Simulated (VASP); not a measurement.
All values below come from MS2 meta-GGA, VASP's PBE PAW potentials (set 64) (plane waves; VASP).

A VASP calculation is set up with these files.

POSCAR:
```
CeO2
1.0
  0.0000000000   2.6986538632   2.6986538632
  2.6986538632   0.0000000000   2.6986538632
  2.6986538632   2.6986538632   0.0000000000
Ce O
1 2
Cart
  0.0000000000   0.0000000000   0.0000000000
  1.3493269316   1.3493269316   1.3493269316
  4.0479807948   4.0479807948   4.0479807948
```

### INCAR
```
SYSTEM = CeO2
PREC = Accurate
ENCUT = 520
EDIFF = 1E-6
NELM = 100
ALGO = Normal
LREAL = .FALSE.
LASPH = .TRUE.
ISMEAR = 0
SIGMA = 0.05
METAGGA = MS2
LMIXTAU = .TRUE.
LMAXMIX = 6
LWAVE = .FALSE.
LCHARG = .FALSE.
IBRION = 2
ISIF = 3
NSW = 60
EDIFFG = -0.02
```

**KPOINTS**
```
Automatic mesh
0
Gamma
7 7 7
0 0 0
```

POTCAR, in this order: Ce O (PBE.64 set). Program: vasp_std.

Output of the run:

**OSZICAR**
```
       N       E                     dE             d eps       ncg     rms          rms(c)
DAV:   1     0.208703333334E+03    0.20870E+03   -0.10848E+04   656   0.184E+03
DAV:   2    -0.175398064759E+02   -0.22624E+03   -0.21928E+03   960   0.314E+02
DAV:   3    -0.520117225852E+02   -0.34472E+02   -0.27942E+02   832   0.148E+02
DAV:   4    -0.535280037348E+02   -0.15163E+01   -0.15160E+01  1040   0.321E+01
DAV:   5    -0.535781820150E+02   -0.50178E-01   -0.50172E-01   992   0.533E+00    0.356E+01
DAV:   6    -0.212332573515E+02    0.32345E+02   -0.54359E+01   944   0.597E+01    0.114E+01
DAV:   7    -0.250048039829E+02   -0.37715E+01   -0.60065E+01   944   0.856E+01    0.181E+01
DAV:   8    -0.266349039309E+02   -0.16301E+01   -0.17567E+01   960   0.406E+01    0.763E+00
DAV:   9    -0.230538096072E+02    0.35811E+01   -0.13753E+01   936   0.420E+01    0.675E+00
DAV:  10    -0.239450475776E+02   -0.89124E+00   -0.26612E+00   944   0.185E+01    0.803E-01
DAV:  11    -0.238669600716E+02    0.78088E-01   -0.17943E-01   792   0.429E+00    0.412E-01
DAV:  12    -0.238718929452E+02   -0.49329E-02   -0.19388E-02  1192   0.107E+00    0.358E-01
DAV:  13    -0.238727213153E+02   -0.82837E-03   -0.22623E-03   864   0.565E-01    0.465E-01
DAV:  14    -0.238699604008E+02    0.27609E-02   -0.99890E-02   864   0.267E+00    0.772E-01
DAV:  15    -0.238654879753E+02    0.44724E-02   -0.55358E-02   944   0.204E+00    0.356E-01
DAV:  16    -0.238665093754E+02   -0.10214E-02   -0.16251E-03  1048   0.430E-01    0.299E-01
DAV:  17    -0.238661011019E+02    0.40827E-03   -0.13751E-03   720   0.418E-01    0.116E-01
DAV:  18    -0.238661847929E+02   -0.83691E-04   -0.16470E-03   848   0.342E-01    0.723E-02
DAV:  19    -0.238661900277E+02   -0.52348E-05   -0.28875E-04   960   0.176E-01    0.380E-02
DAV:  20    -0.238662118436E+02   -0.21816E-04   -0.74645E-05   872   0.791E-02    0.188E-02
DAV:  21    -0.238662028779E+02    0.89657E-05   -0.79363E-06   744   0.344E-02    0.113E-02
DAV:  22    -0.238662154841E+02   -0.12606E-04   -0.10252E-05   864   0.325E-02    0.307E-03
DAV:  23    -0.238662151314E+02    0.35271E-06   -0.85682E-07   376   0.133E-02
   1 F= -.23866215E+02 E0= -.23866215E+02  d E =-.238662E+02
       N       E                     dE             d eps       ncg     rms          rms(c)
DAV:   1    -0.239423289388E+02   -0.76113E-01   -0.25405E+00   656   0.169E+01    0.464E+00
DAV:   2    -0.238896167249E+02    0.52712E-01   -0.86534E-01   984   0.103E+01    0.138E+00
DAV:   3    -0.238786845547E+02    0.10932E-01   -0.53781E-01   952   0.625E+00    0.165E+00
DAV:   4    -0.238638647581E+02    0.14820E-01   -0.11614E-01   928   0.330E+00    0.108E-01
DAV:   5    -0.238635952114E+02    0.26955E-03   -0.66746E-03   904   0.721E-01    0.105E-01
DAV:   6    -0.238637698173E+02   -0.17461E-03   -0.32530E-03   920   0.687E-01    0.122E-01
DAV:   7    -0.238643959736E+02   -0.62616E-03   -0.68447E-04   992   0.308E-01    0.439E-02
DAV:   8    -0.238643218659E+02    0.74108E-04   -0.57799E-04  1032   0.243E-01    0.858E-02
DAV:   9    -0.238644058418E+02   -0.83976E-04   -0.20340E-04   800   0.148E-01    0.905E-03
DAV:  10    -0.238644067202E+02   -0.87843E-06   -0.98006E-06   872   0.376E-02
   2 F= -.23864407E+02 E0= -.23864407E+02  d E =0.180841E-02
       N       E                     dE             d eps       ncg     rms          rms(c)
DAV:   1    -0.238938741808E+02   -0.29468E-01   -0.84730E-01   680   0.986E+00    0.257E+00
DAV:   2    -0.238732610444E+02    0.20613E-01   -0.19084E-01   904   0.486E+00    0.583E-01
DAV:   3    -0.238729423746E+02    0.31867E-03   -0.13175E-01   944   0.317E+00    0.900E-01
DAV:   4    -0.238680890821E+02    0.48533E-02   -0.32327E-02   936   0.174E+00    0.754E-02
DAV:   5    -0.238679496851E+02    0.13940E-03   -0.34289E-03   992   0.491E-01    0.785E-02
DAV:   6    -0.238682318417E+02   -0.28216E-03   -0.11199E-03   976   0.344E-01    0.548E-02
DAV:   7    -0.238682560112E+02   -0.24169E-04   -0.41564E-05  1088   0.540E-02    0.463E-02
DAV:   8    -0.238682508795E+02    0.51317E-05   -0.96811E-06   904   0.356E-02    0.457E-02
DAV:   9    -0.238683429074E+02   -0.92028E-04   -0.16804E-04  1040   0.105E-01    0.117E-02
DAV:  10    -0.238683452232E+02   -0.23158E-05   -0.91372E-06   816   0.278E-02    0.121E-02
DAV:  11    -0.238683457339E+02   -0.51068E-06   -0.28697E-07   360   0.645E-03
   3 F= -.23868346E+02 E0= -.23868346E+02  d E =-.213060E-02
```

### OUTCAR
```
------------------------ aborting loop because EDIFF is reached ----------------------------------------
  FORCE on cell =-STRESS in cart. coord.  units (eV):
  Direction    XX          YY          ZZ          XY          YZ          ZX
  --------------------------------------------------------------------------------------
  Total        0.0059196      0.0059196      0.0059196      0.0000000      0.0000000     -0.0000000
  in kB        0.2390344      0.2390344      0.2390344      0.0000000      0.0000000     -0.0000000
  external PRESSURE =       0.2390344 kB  Pullay stress =       0.0000000 kB
  volume of cell :       39.68
      direct lattice vectors                 reciprocal lattice vectors
     0.000000000  2.707099164  2.707099164    -0.184699551  0.184699551  0.184699551
     2.707099164  0.000000000  2.707099164     0.184699551 -0.184699551  0.184699551
     2.707099164  2.707099164  0.000000000     0.184699551  0.184699551 -0.184699551
 POSITION                                       TOTAL-FORCE (eV/Angst)
 -----------------------------------------------------------------------------------
      0.00000      0.00000      0.00000         0.000000      0.000000      0.000000
      1.35355      1.35355      1.35355         0.000000      0.000000      0.000000
      4.06065      4.06065      4.06065        -0.000000     -0.000000     -0.000000
 -----------------------------------------------------------------------------------
    total drift:                                0.000000      0.000000      0.000000
  FREE ENERGIE OF THE ION-ELECTRON SYSTEM (eV)
  ---------------------------------------------------
  free  energy   TOTEN  =       -23.8683457339 eV

  energy  without entropy=      -23.8683457338  energy(sigma->0) =      -23.86834573

 reached required accuracy - stopping structural energy minimisation
```
(Selected blocks of OUTCAR.)

CONTCAR:
```
CeO2
   1.00000000000000
     0.0000000000000000    2.7070991638822961    2.7070991638822961
     2.7070991638822961    0.0000000000000000    2.7070991638822961
     2.7070991638822961    2.7070991638822961    0.0000000000000000
  Ce              O
     1     2
Direct
     0.0000000000000000    0.0000000000000000    0.0000000000000000
     0.2500000000000000    0.2500000000000000    0.2500000000000000
     0.7500000000000000    0.7500000000000000    0.7500000000000000
```

### OUTCAR
```
 val. band max:        5.1283655010   @ k =  -0.2857   0.2857   0.0000

 cond. band min:       7.2899921601   @ k =  -0.4286   0.1429   0.0000


 Fermi energy:         5.3414746234

 k-point     1 :       0.0000    0.0000    0.0000
  band No.  band energies     occupation
      1     -27.8226      2.00000
      2     -12.3995      2.00000
      3     -11.5612      2.00000
      4      -9.8183      2.00000
      5      -9.8183      2.00000
      6      -9.8183      2.00000
      7       1.2278      2.00000
      8       1.2278      2.00000
      9       1.2278      2.00000
     10       4.5161      2.00000
     11       4.5161      2.00000
     12       4.5161      2.00000
     13       7.7293      0.00000
     14       7.7293      0.00000
     15       7.7293      0.00000
     16       7.7830      0.00000

 k-point     2 :       0.1429    0.0000    0.0000
  band No.  band energies     occupation
      1     -27.7812      2.00000
      2     -12.8888      2.00000
      3     -11.6999      2.00000
      4      -9.8651      2.00000
      5      -9.8651      2.00000
      6      -9.3166      2.00000
      7       1.4147      2.00000
      8       1.4147      2.00000
      9       1.7314      2.00000
     10       4.3361      2.00000
     11       4.4406      2.00000
     12       4.4406      2.00000
     13       7.7045      0.00000
     14       7.7046      0.00000
     15       7.7311      0.00000
     16       7.8097      0.00000

 k-point     3 :       0.2857    0.0000    0.0000
  band No.  band energies     occupation
      1     -27.6864      2.00000
      2     -13.6697      2.00000
      3     -12.0301      2.00000
      4      -9.9670      2.00000
      5      -9.9669      2.00000
      6      -8.4396      2.00000
      7       1.8119      2.00000
      8       1.8120      2.00000
      9       2.8324      2.00000
     10       4.0651      2.00000
     11       4.3259      2.00000
     12       4.3259      2.00000
     13       7.6097      0.00000
...
```

The compound is CeO2 in the fluorite structure. This run relaxes it. Symmetry was kept, so distortions that lower it aren't found. The run is not spin-polarised, so no magnetic state was tried.
